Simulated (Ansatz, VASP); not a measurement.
# AlNi: VASP beside Ansatz, part 2 of 2

Aim: how closely do two programs agree when they are given the same cell, functional and k mesh? The structure shown is the end of the Ansatz relaxation below.

VASP 6.6.1 and Ansatz 0.2.0.

So far: Starting point; Ansatz: relaxation, PBEsol; VASP: single point, PBEsol, pair 1; Differences.

### Step 6. VASP: single point, PBEsol, pair 2

Level of this step: PBEsol, no spin polarisation; plane waves and PAW (Al, Ni) (VASP).

The same cell, functional, mesh and smearing now go to VASP, with its own data sets.

The input, INCAR:

```
SYSTEM = AlNi
PREC = Accurate
ENCUT = 600
EDIFF = 1E-06
NELM = 120
ISMEAR = 1
SIGMA = 0.2
LREAL = .FALSE.
ALGO = Normal
GGA = PS
NBANDS = 12
LASPH = .TRUE.
LORBIT = 11
LWAVE = .FALSE.
LCHARG = .FALSE.
ISIF = 2
GGA_COMPAT = .FALSE.
KPAR = 2
```

The input, POSCAR:

```
AlNi
1.0
    2.8218633830      0.0459764775      0.0459764775
    0.0459764775      2.8218633830      0.0459764775
    0.0459764775      0.0459764775      2.8218633830
Al Ni
1 1
Direct
    0.0000000000      0.0000000000      0.0000000000
    0.5000000000      0.5000000000      0.5000000000
```

The input, KPOINTS:

```
Automatic mesh
0
Gamma
16 16 16
0 0 0
```

The projector-augmented-wave data sets are Al and Ni (PBE family, release 64).

Run with:

```
> mpirun -np 2 vasp_std
```

Numbers of over 12 decimals in the logs are rounded to 6 here.

The program printed:

```text
[banner, memory and clock lines left out]
running    2 mpi-ranks, on    1 nodes
[...]
[... a notice as in an earlier step ...]

 LDA part: xc-table for (Slater+PW92), standard interpolation
 POSCAR, INCAR and KPOINTS ok, starting setup
[...]
entering main loop
       N       E                     dE             d eps       ncg     rms          rms(c)
DAV:   1     0.446312020406E+02    0.44631E+02   -0.61511E+03 10112   0.129E+03
DAV:   2    -0.113606279740E+02   -0.55992E+02   -0.51551E+02 10220   0.209E+02
DAV:   3    -0.131861964664E+02   -0.18256E+01   -0.18031E+01 12128   0.442E+01
DAV:   4    -0.132118349733E+02   -0.25639E-01   -0.25629E-01 11224   0.469E+00
[...]
DAV:  11    -0.115313833376E+02   -0.20465E-05   -0.53297E-05 11676   0.638E-02    0.290E-02
DAV:  12    -0.115313816348E+02    0.17028E-05   -0.63519E-06 11712   0.423E-02    0.375E-03
DAV:  13    -0.115313814001E+02    0.23477E-06   -0.18883E-07  6112   0.415E-03
   1 F= -.11531381E+02 E0= -.11531884E+02  d E =0.150873E-02
```

From OUTCAR (step 6):

```text
  Total        1.2286108      1.2286108      1.2286108     -0.6035763     -0.6035763     -0.6035763
  in kB       87.6716559     87.6716559     87.6716559    -43.0702144    -43.0702144    -43.0702144
  external PRESSURE =      87.6716559 kB  Pullay stress =       0.0000000 kB

 POSITION                                       TOTAL-FORCE (eV/Angst)
 -----------------------------------------------------------------------------------
      0.00000      0.00000      0.00000        -0.000000     -0.000000      0.000000
      1.45691      1.45691      1.45691         0.000000      0.000000     -0.000000
 -----------------------------------------------------------------------------------
    total drift:                                0.000000      0.000000     -0.000000

  FREE ENERGIE OF THE ION-ELECTRON SYSTEM (eV)
  ---------------------------------------------------
  free  energy   TOTEN  =       -11.5313814001 eV

  energy  without entropy=      -11.5328901301  energy(sigma->0) =      -11.53188431

[... 1 part as in an earlier step ...]

[... 2 further parts left out ...]
[key lines of the parts left out:]
E-fermi :  10.7460
```

The run ends at a pressure of 8.77 GPa.

### Step 7. Side by side

What differs besides the data sets and the points named for the pairs above, as far as they apply: the data sets hold 21 valence electrons in Ansatz (on its PAW soft_1 files) and 13 in VASP. Total energies have different zeros and are not compared.

Both answers:

```
      quantity  Ansatz  VASP  difference
pressure (GPa)    8.61  8.77       -0.16
```

### Step 8. Ansatz: relaxation, PBEsol

This run makes the geometry at which the two programs are then compared. The cell compared in this pair holds 22.77 Å³, against 22.45 Å³ for the pair before.

The structure compared here is the end of the Ansatz relaxation.

The input, input.yaml:

```yaml
crystal:
  lattice:
    - [2.8288045019, 0.0243002057, 0.0243002057]
    - [0.0243002057, 2.8288045019, 0.0243002057]
    - [0.0243002057, 0.0243002057, 2.8288045019]
  atoms:
    - { symbol: Al, position: [0.0, 0.0, 0.0] }
    - { symbol: Ni, position: [0.5, 0.5, 0.5] }
  conventional_axes: [[1, -1, 0], [0, 1, -1], [1, 1, 1]]
kpoints:
  mp_grid: { grid: [16, 16, 16] }
hamiltonian:
  xc: pbesol
  pseudopotentials: { kind: paw, azcp: { folder: soft_1 }, xc_functional: pbe }
scf:
  occupations: { method: methfessel_paxton, width: 0.2 }
output:
  forces: true
  stress: true
  eigenvalues: true
relax:
  adjacent_minimum: "off"
  f_tol: 0.001
  max_steps: 60
  cell: { stress_tol: 0.01, fix: [a, b, gamma] }
```

Run with:

```
> ansatz run input.yaml --threads 4 --pin off --max-ram 10240MiB --backend cpu --events-out ev --progress --plain --runs-dir out
```

The program printed:

```text
[...]
Crystal: 2 atoms, lattice volume = 22.631 Å³
Basis set: ecut = 420 eV, 461 PW (Γ), exchange–correlation on 40×40×40 points (8 copies of the dense FFT grid, shifted against one another)
Bands: 15, of which v1, the nominal top of the filled ones, is band 11 counted from 1 (10 counted from 0)
Symmetry: 12 space group operations
[...]
k-points: 417 of 4096
[...]
k-point 416: bands = [... 7 lower, 13.5587, 13.5587, 16.1427, 16.6479, 16.6479, 18.8081, 19.0077, 19.4247]
--- Relaxed structure (4 steps of the walk, 4 accepted, 1 SCFs on fresh bases) ---
[...]
cell:  # Å, volume = 22.7673 Å³
    - [2.834561, 0.030057, 0.030057]
    - [0.030057, 2.834561, 0.030057]
    - [0.030057, 0.030057, 2.834561]
  atoms:
    - { symbol: Al, position: [0, 0, 0] }
    - { symbol: Ni, position: [0.500000, 0.500000, 0.5] }
[key lines of the parts left out:]
SCF converged after 6 iterations
Free energy (F): -6330.851000 eV
Fermi energy:    14.587916 eV
P = ⅓ Tr σ = 5.5286 GPa (55.286 kbar)
```

### Step 9. VASP: single point, PBEsol, pair 3

The same cell, functional, mesh and smearing now go to VASP, with its own data sets.

INCAR is that of step 6.

The input, POSCAR:

```
AlNi
1.0
    2.8345612778      0.0300569816      0.0300569816
    0.0300569816      2.8345612778      0.0300569816
    0.0300569816      0.0300569816      2.8345612778
Al Ni
1 1
Direct
    0.0000000000      0.0000000000      0.0000000000
    0.5000000000      0.5000000000      0.5000000000
```

KPOINTS is that of step 6.

Run with:

```
> mpirun -np 2 vasp_std
```

The program printed:

```text
[... set-up lines as in an earlier step ...]
 entering main loop
       N       E                     dE             d eps       ncg     rms          rms(c)
DAV:   1     0.441186212730E+02    0.44119E+02   -0.61561E+03 10080   0.129E+03
DAV:   2    -0.114012370002E+02   -0.55520E+02   -0.51269E+02 10284   0.208E+02
DAV:   3    -0.132062067619E+02   -0.18050E+01   -0.17830E+01 12080   0.438E+01
DAV:   4    -0.132317191048E+02   -0.25512E-01   -0.25500E-01 11108   0.467E+00
[...]
DAV:  11    -0.115624015330E+02   -0.17710E-05   -0.53066E-05 11560   0.623E-02    0.276E-02
DAV:  12    -0.115623999722E+02    0.15608E-05   -0.69732E-06 11704   0.451E-02    0.347E-03
DAV:  13    -0.115623997162E+02    0.25599E-06   -0.15191E-07  6148   0.408E-03
   1 F= -.11562400E+02 E0= -.11562841E+02  d E =0.132374E-02
```

Parts of OUTCAR (step 9):

```text
  Total        0.8145853      0.8145853      0.8145853     -0.3927400     -0.3927400     -0.3927400
  in kB       57.3238115     57.3238115     57.3238115    -27.6378148    -27.6378148    -27.6378148
  external PRESSURE =      57.3238115 kB  Pullay stress =       0.0000000 kB

 POSITION                                       TOTAL-FORCE (eV/Angst)
 -----------------------------------------------------------------------------------
      0.00000      0.00000      0.00000        -0.000000      0.000000      0.000000
      1.44734      1.44734      1.44734         0.000000     -0.000000      0.000000
 -----------------------------------------------------------------------------------
    total drift:                                0.000000      0.000000     -0.000000

  FREE ENERGIE OF THE ION-ELECTRON SYSTEM (eV)
  ---------------------------------------------------
  free  energy   TOTEN  =       -11.5623997162 eV

  energy  without entropy=      -11.5637234545  energy(sigma->0) =      -11.56284096

[... 1 part as in an earlier step ...]

[... 2 further parts left out ...]
[key lines of the parts left out:]
E-fermi :  10.5543
```

The run ends at a pressure of 5.73 GPa.

### Step 10. Side by side

What differs besides the data sets and the points named for the pairs above, as far as they apply: the data sets hold 21 valence electrons in Ansatz (on its PAW soft_1 files) and 13 in VASP. Total energies have different zeros and are not compared.

Compared:

```
      quantity  Ansatz  VASP  difference
pressure (GPa)    5.53  5.73       -0.20
```

### Step 11. Summary of results

* difference in pressure (single point, PBEsol, pair 1): -0.15 GPa
* difference in pressure (single point, PBEsol, pair 2): -0.16 GPa
* difference in pressure (single point, PBEsol, pair 3): -0.20 GPa

In words: The difference in pressure is -0.20 GPa (single point, PBEsol, pair 3), within the 1 GPa picked in this series as the mark of a large difference. The data sets hold unlike numbers of valence electrons (21 in Ansatz and 13 in VASP), so part of the differences comes from the potentials. 13 further runs of this series are not shown here. Such differences can come from data sets, numerical settings and the points named under the comparisons, not from the functional's error against experiment.

[Lines on the potential files, build, host, timing and source positions are cut from VASP's logs without a mark.]

[Logs are printed without paths, hosts, clocks, repeated set-up lines and the standing remarks that a program may print on its own settings, such as how far it seeks lower states.]

[Hosts, paths, dates, database ids (printed as entryN), source tags and the programs' standing remarks are cut or masked in the printed files.]
